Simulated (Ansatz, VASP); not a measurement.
# Cross-check of Tl2Se between VASP and Ansatz

Aim: how closely do two programs agree when they are given the same cell, functional and k mesh? The cell is generated by rule, not measured, and may not be a known phase. The two relaxations start from unlike cells of this crystal (the structure described is Ansatz's start), so only their ends are compared.

Calculated with Ansatz 0.2.0; plane waves, with VASP 6.6.1 beside it; relaxation of cell and atoms at PBE.

The structure was built from a prototype and need not be the compound's stable phase.

### 1. Starting point

It takes space group P2_1/m (No. 11, monoclinic). Conventional cell: a = 5.356 Å, b = 7.574 Å, c = 5.356 Å, α = 90.00°, β = 90.00°, γ = 90.00°. Se has 8 Tl at 3.08 to 3.49 Å nearest. Tl has 4 Se at 3.08 to 3.49 Å nearest. Farther neighbours and most contacts between anions are not listed.

Structure file:

```cif
data_structure
_symmetry_space_group_name_H-M 'P2_1/m'
_symmetry_Int_Tables_number 11
_cell_length_a 5.3558
_cell_length_b 7.5742
_cell_length_c 5.3558
_cell_angle_alpha 90.000
_cell_angle_beta 90.000
_cell_angle_gamma 90.000
_cell_volume 217.26
loop_
_atom_site_label
_atom_site_type_symbol
_atom_site_symmetry_multiplicity
_atom_site_Wyckoff_symbol
_atom_site_fract_x
_atom_site_fract_y
_atom_site_fract_z
_atom_site_occupancy
Se1 Se 2 e 0.25890 0.25000 0.19092 1
Tl1 Tl 4 f 0.75194 0.00000 0.26287 1
```

### 2. VASP: relaxation of cell and atoms, PBE

The relaxed volume is the usual yardstick between codes: in a stiff, nearly cubic crystal its relative difference is about their pressure difference at one cell divided by the bulk modulus.

Lines of VASP's logs that name or quote its potential files are left out, and so is its time.

INCAR

```
SYSTEM = Tl2Se
PREC = Accurate
ENCUT = 500
EDIFF = 1E-07
NELM = 120
ISMEAR = 0
SIGMA = 0.02
LREAL = .FALSE.
ALGO = Normal
GGA = PE
NBANDS = 39
LORBIT = 11
LWAVE = .FALSE.
LCHARG = .FALSE.
ISIF = 3
IBRION = 2
NSW = 80
EDIFFG = -0.005
LASPH = .TRUE.
GGA_COMPAT = .FALSE.
NELMIN = 4
EFERMI = MIDGAP
KPAR = 2
```

POSCAR

```
Tl2Se
1.0
    0.0000000000     -3.0823542933     -3.0470386930
    0.0000000000      4.7419945717     -4.7777865826
    7.5627815054      0.0000000000      0.0000000000
Se Tl
2 4
Direct
    0.4990586651      0.3540187726      0.5000000000
    0.0009413349      0.1459812274      0.0000000000
    0.9998419664      0.5132083161      0.7534622807
    0.5001580336      0.9867916839      0.2534622807
    0.9998419664      0.5132083161      0.2465377193
    0.5001580336      0.9867916839      0.7465377193
```

KPOINTS

```
Automatic mesh
0
Gamma
6 6 4
0 0 0
```

The projector-augmented-wave data sets are Se and Tl_d (PBE family, release 64).

Command:

```bash
$ mpirun -np 2 vasp_std
```

Numbers of over 12 decimals in the logs are rounded to 6 here.

The program printed:

```text
[banner, memory and clock lines left out]
running    2 mpi-ranks, on    1 nodes
 distrk:  each k-point on    1 cores,    2 groups
 distr:  one band on    1 cores,    1 groups

 POSCAR found type information on POSCAR SeTl
 POSCAR found :  2 types and       6 ions
 LDA part: xc-table for (Slater+PW92), standard interpolation
 POSCAR, INCAR and KPOINTS ok, starting setup
 FFT: planning ... GRIDC
 FFT: planning ... GRID_SOFT
 FFT: planning ... GRID
 WAVECAR not read
 entering main loop
       N       E                     dE             d eps       ncg     rms          rms(c)
DAV:   1     0.344873992620E+03    0.34487E+03   -0.30567E+04  4680   0.140E+03
DAV:   2    -0.925695160156E+00   -0.34580E+03   -0.33356E+03  5146   0.298E+02
DAV:   3    -0.188178646624E+02   -0.17892E+02   -0.17562E+02  5599   0.511E+01
DAV:   4    -0.191342718099E+02   -0.31641E+00   -0.31620E+00  5030   0.648E+00
DAV:   5    -0.191400467355E+02   -0.57749E-02   -0.57736E-02  5884   0.902E-01    0.557E+00
DAV:   6    -0.180079707068E+02    0.11321E+01   -0.22675E+00  6038   0.552E+00    0.356E+00
DAV:   7    -0.180140225861E+02   -0.60519E-02   -0.72988E-01  5002   0.254E+00    0.205E+00
DAV:   8    -0.180221994545E+02   -0.81769E-02   -0.91339E-02  5370   0.151E+00    0.322E-01
DAV:   9    -0.180171599695E+02    0.50395E-02   -0.24140E-02  5624   0.717E-01    0.174E-01
DAV:  10    -0.180183129771E+02   -0.11530E-02   -0.31366E-03  5072   0.198E-01    0.102E-01
DAV:  11    -0.180191396688E+02   -0.82669E-03   -0.11385E-03  4981   0.130E-01    0.374E-02
DAV:  12    -0.180191604696E+02   -0.20801E-04   -0.45276E-05  5465   0.256E-02    0.928E-03
DAV:  13    -0.180191803758E+02   -0.19906E-04   -0.28244E-05  4974   0.172E-02    0.634E-03
DAV:  14    -0.180191830164E+02   -0.26406E-05   -0.37385E-06  5205   0.743E-03    0.197E-03
DAV:  15    -0.180191832891E+02   -0.27269E-06   -0.36548E-07  4265   0.250E-03    0.122E-03
DAV:  16    -0.180191832820E+02    0.71523E-08   -0.17757E-07  3793   0.199E-03
   1 F= -.18019183E+02 E0= -.18019183E+02  d E =-.180192E+02
[... from here on, the cycles between the ionic steps are left out ...]
   2 F= -.18019518E+02 E0= -.18019518E+02  d E =-.334886E-03
   3 F= -.18019803E+02 E0= -.18019803E+02  d E =-.619893E-03
   9 F= -.18020683E+02 E0= -.18020683E+02  d E =-.214280E-03
  10 F= -.18021134E+02 E0= -.18021134E+02  d E =-.665710E-03
  11 F= -.18021204E+02 E0= -.18021204E+02  d E =-.735174E-03
  12 F= -.18021308E+02 E0= -.18021308E+02  d E =-.839207E-03
  13 F= -.18021383E+02 E0= -.18021383E+02  d E =-.747494E-04
  14 F= -.18021386E+02 E0= -.18021386E+02  d E =-.777401E-04
  15 F= -.18021456E+02 E0= -.18021456E+02  d E =-.703192E-04
  16 F= -.18021462E+02 E0= -.18021462E+02  d E =-.761470E-04
  17 F= -.18021464E+02 E0= -.18021464E+02  d E =-.784576E-04
 curvature:  -4.42 expect dE=-0.749E-04 dE for cont linesearch -0.399E-07
 trial: gam= 0.39142 g(F)=  0.140E-04 g(S)=  0.300E-05 ort =-0.854E-06 (trialstep = 0.310E+01)
 search vector abs. value=  0.287E-04
 bond charge predicted
       N       E                     dE             d eps       ncg     rms          rms(c)
DAV:   1    -0.180216994131E+02   -0.23530E-03   -0.94645E-02  4813   0.130E+00    0.107E-01
DAV:   2    -0.180215450567E+02    0.15436E-03   -0.15201E-03  5044   0.241E-01    0.319E-02
DAV:   3    -0.180215128147E+02    0.32242E-04   -0.77049E-05  5358   0.491E-02    0.217E-02
DAV:   4    -0.180215050547E+02    0.77600E-05   -0.11795E-05  5433   0.225E-02    0.789E-03
DAV:   5    -0.180215043380E+02    0.71678E-06   -0.11350E-06  5198   0.533E-03    0.191E-03
DAV:   6    -0.180215042331E+02    0.10490E-06   -0.11761E-07  3349   0.167E-03    0.387E-04
DAV:   7    -0.180215042197E+02    0.13333E-07   -0.21707E-08  2564   0.732E-04
  18 F= -.18021504E+02 E0= -.18021504E+02  d E =-.400765E-04
 trial-energy change:   -0.000040  1 .order   -0.000040   -0.000052   -0.000028
 step:   6.7875(harm=  6.7875)  dis= 0.00344  next Energy=   -18.021521 (dE=-0.564E-04)
 reached required accuracy - stopping structural energy minimisation
```

From OUTCAR (step 2):

```text
ion  position               nearest neighbor table
   1  0.499  0.354  0.500-   3 3.08   5 3.08   3 3.09   5 3.09   4 3.10   6 3.10
   2  0.001  0.146  0.000-   4 3.08   6 3.08   4 3.09   6 3.09   5 3.10   3 3.10
   3  1.000  0.513  0.753-   1 3.08   1 3.09   2 3.10   5 3.73   5 3.83   6 3.85   6 3.86
   4  0.500  0.987  0.253-   2 3.08   2 3.09   1 3.10   6 3.73   6 3.83   5 3.85   5 3.86
   5  1.000  0.513  0.247-   1 3.08   1 3.09   2 3.10   3 3.73   3 3.83   4 3.85   4 3.86
   6  0.500  0.987  0.747-   2 3.08   2 3.09   1 3.10   4 3.73   4 3.83   3 3.85   3 3.86

  LATTYP: Found a simple monoclinic cell.
 ALAT       =     4.3342072846
 B/A-ratio  =     1.7449053561
 C/A-ratio  =     1.5531212387
 COS(beta)  =    -0.0020018811

 Subroutine GETGRP returns: Found  4 space group operations
 (whereof  2 operations were pure point group operations)

The static configuration has the point symmetry C_1h.
 The point group associated with its full space group is C_2h.

 Found     60 irreducible k-points:

   k-points           NKPTS =     60   k-points in BZ     NKDIM =     60   number of bands    NBANDS=     39

   dimension x,y,z NGX =    32 NGY =   50 NGZ =   56
   dimension x,y,z NGXF=    64 NGYF=  100 NGZF=  112

   ENCUT  =  500.0 eV  36.75 Ry    6.06 a.u.   7.90 12.27 13.79*2*pi/ulx,y,z

   NELECT =      64.0000    total number of electrons

 k-points in reciprocal lattice and weights: Automatic mesh
   0.00000000  0.00000000  0.00000000       0.007
   0.16666667  0.00000000  0.00000000       0.014
   0.33333333  0.00000000  0.00000000       0.014
   0.50000000  0.00000000  0.00000000       0.007
  -0.00000000  0.16666667  0.00000000       0.014
   0.16666667  0.16666667  0.00000000       0.014
   0.33333333  0.16666667  0.00000000       0.014
   0.50000000  0.16666667  0.00000000       0.014
  -0.33333333  0.16666667  0.00000000       0.014
[...]
0.33333333  0.50000000  0.50000000       0.014
   0.50000000  0.50000000  0.50000000       0.007

 average (electrostatic) potential at core
       1 -54.6924       2 -54.6924       3 -86.3215       4 -86.3215       5 -86.3215
       6 -86.3215

 E-fermi :   3.1361

 k-point     1 :       0.0000    0.0000    0.0000
  band No.  band energies     occupation
    ...
     28       1.2867      2.00000
     29       1.4630      2.00000
     30       1.9235      2.00000
     31       1.9310      2.00000
     32       2.5410      2.00000
     33       3.3286      0.00000
     34       3.8320      0.00000
     35       6.4522      0.00000
     36       6.4891      0.00000
     37       6.5126      0.00000
    ...

 k-point     2 :       0.1667    0.0000    0.0000
  band No.  band energies     occupation
    ...
     28       0.6976      2.00000
     29       1.3378      2.00000
     30       1.5675      2.00000
     31       1.5741      2.00000
     32       2.5026      2.00000
     33       4.0083      0.00000
     34       4.6981      0.00000
     35       5.6923      0.00000
     36       6.0173      0.00000
     37       6.0351      0.00000
    ...

 k-point     3 :       0.3333    0.0000    0.0000
  band No.  band energies     occupation
    ...
     28       0.4681      2.00000
     29       0.9144      2.00000
     30       0.9190      2.00000
     31       1.6119      2.00000
     32       2.1083      2.00000
     33       4.6607      0.00000
     34       4.7082      0.00000
     35       4.7872      0.00000
     36       5.1211      0.00000
     37       5.6677      0.00000
    ...

  Total       -0.0008973      0.0024211      0.0005769      0.0000000     -0.0074327      0.0000000
  in kB       -0.0064438      0.0173876      0.0041429      0.0000000     -0.0533789      0.0000000
  external PRESSURE =       0.0050289 kB  Pullay stress =       0.0000000 kB

  energy-cutoff  :      500.00
  volume of cell :      223.09
      direct lattice vectors                 reciprocal lattice vectors
     0.000000000 -3.054821312 -3.027538142     0.000000000 -0.165238221 -0.163574078
     0.000000000  4.831113682 -4.880263667     0.000000000  0.102507785 -0.103431551
     7.553605611  0.000000000  0.000000000     0.132387108  0.000000000  0.000000000

 POSITION                                       TOTAL-FORCE (eV/Angst)
 -----------------------------------------------------------------------------------
      3.77680      0.16876     -3.22764         0.000000      0.000294      0.000473
      0.00000     -2.33544     -3.75379         0.000000     -0.000294     -0.000473
      5.69297     -0.59019     -5.51643        -0.004571      0.000649     -0.001042
      1.91617      3.25463     -6.34527        -0.004571     -0.000649      0.001042
      1.86063     -0.59019     -5.51643         0.004571      0.000649     -0.001042
      5.63744      3.25463     -6.34527         0.004571     -0.000649      0.001042
 -----------------------------------------------------------------------------------
    total drift:                                0.000000     -0.000000      0.000000

  FREE ENERGIE OF THE ION-ELECTRON SYSTEM (eV)
  ---------------------------------------------------
  free  energy   TOTEN  =       -18.0215042197 eV

  energy  without entropy=      -18.0215042197  energy(sigma->0) =      -18.02150422

 reached required accuracy - stopping structural energy minimisation

 total charge
# of ion       s       p       d       tot
------------------------------------------
    1        1.466   2.311   0.012   3.789
    2        1.466   2.311   0.012   3.789
    3        1.247   0.247   9.656  11.150
    4        1.247   0.247   9.656  11.150
    5        1.247   0.247   9.656  11.150
    6        1.247   0.247   9.656  11.150
--------------------------------------------------
tot          7.920   5.609  38.649  52.178

[... 3 further parts left out ...]
```

The gap is read on the k-mesh alone, so it is an upper bound where the band edges lie off the mesh. The run keeps the 4 symmetry operations of its start, so it cannot find a distortion of lower symmetry.

[end of part 1 of 2]

[Lines on the potential files, build, host, timing and source positions are cut from VASP's logs without a mark.]

[Logs are printed without paths, hosts, clocks, repeated set-up lines and the standing remarks that a program may print on its own settings, such as how far it seeks lower states.]

[Hosts, paths, dates, database ids (printed as entryN), source tags and the programs' standing remarks are cut or masked in the printed files.]
